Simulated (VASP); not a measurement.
Consider the following.

```xyz
4
Lattice="3.7710 0.0000 0.0000 0.0000 3.7710 0.0000 0.0000 0.0000 3.7710" Properties=species:S:1:pos:R:3 pbc="T T T"
Cu     0.0000     1.8855     1.8855
Cu     1.8855     0.0000     1.8855
Cu     1.8855     1.8855     0.0000
Au     0.0000     0.0000     0.0000
```

All values below come from PBE GGA with D4 dispersion, VASP's PBE PAW potentials (set 64) (plane waves; VASP 6.6.1). Settings: 520 eV cut-off, 8×8×8 Γ-centred mesh, first-order Methfessel-Paxton smearing of 0.10 eV, potentials Cu Au.

Task: The job: Cu₃Au (L1_2), 4 atoms, PBE-D4, static run, 520 eV, 8×8×8 Γ-centred mesh. Roughly how much core time does it take on a busy server core?

Result: About 30 core-seconds (one run on a shared machine, a rough figure). It had 35 irreducible k-points, 26 bands, up to 1472 plane waves and 15 electronic steps.

The compound is Cu3Au in the L1_2 structure. This cell is one point of a volume scan, at 1.03 of the reference volume.
